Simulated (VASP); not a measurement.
# GeNH₂Br: harmonic vibrations of a molecule

GeNH₂Br, molecule in box, 5 atoms in the cell. PBE, harmonic vibrations; PAW potentials N, Ge_d, Br, H (PBE set).

## Input

INCAR.step1:
```
PREC     = Accurate       # precision mode
ENCUT    = 400            # plane-wave cutoff, eV
EDIFF    = 1E-8           # SCF threshold, eV
ISMEAR   = 0              # smearing method
SIGMA    = 0.01           # smearing width, eV
ISYM     = 0            
LREAL    = F              # projectors in reciprocal space
LASPH    = T              # aspherical terms in the spheres
NELM     = 100            # most SCF steps
ALGO     = Normal         # electronic algorithm
LWAVE    = F              # write WAVECAR
LCHARG   = F              # write CHGCAR
IBRION   = 2              # ionic algorithm
NSW      = 60             # ionic steps
ISIF     = 2              # what is computed and relaxed
EDIFFG   = -0.002         # ionic threshold
POTIM    = 0.5            # step
```

INCAR.step2, as INCAR.step1 but for:
```
- IBRION = 2
- NSW = 60
- ISIF = 2
- EDIFFG = -0.002
- POTIM = 0.5
+ IBRION = 5
+ NFREE = 2
+ POTIM = 0.015
+ NSW = 1
```

KPOINTS:
```
k-points
0
Gamma
  1 1 1
```

POSCAR.step1:
```
GeH2BrN
1.0
   13.0000000000      0.0000000000      0.0000000000
    0.0000000000     12.0000000000      0.0000000000
    0.0000000000      0.0000000000     12.0000000000
N Ge Br H
1 1 1 2
Direct
    0.4427538500      0.5366041700      0.4530583300
    0.4501769200      0.4130625000      0.5392916700
    0.6241538500      0.4379375000      0.5934083300
    0.5012538500      0.5904375000      0.4406166700
    0.3778461500      0.5579208300      0.4122583300
```

Commands (each step's output is kept before the next begins):
```
cat potpaw_PBE.64/N/POTCAR potpaw_PBE.64/Ge_d/POTCAR potpaw_PBE.64/Br/POTCAR potpaw_PBE.64/H/POTCAR > POTCAR
cp INCAR.step1 INCAR
cp POSCAR.step1 POSCAR
mpirun -np 4 vasp_gam > vasp.out
cp CONTCAR POSCAR
cp INCAR.step2 INCAR
mpirun -np 4 vasp_gam > vasp.out
```

## Result

- Vibrations (cm⁻¹; a negative value is imaginary): 3572, 3452, 1488, 693, 649, 476, 401, 255, 175
- Zero-point energy (eV): 0.692
- Translations and rotations, which should read zero (cm⁻¹): -20, -14, -8, -1, 10, 17
- Vibrational entropy at 298 K (meV/K): 0.280
- Displaced cells: 30
- Ionic steps, all stages: 65
- Electronic steps, all stages: 1005

VASP 6.6.1 took 2004 s on 4 cores (Intel Xeon Platinum 8488C (Sapphire Rapids)), a shared host.
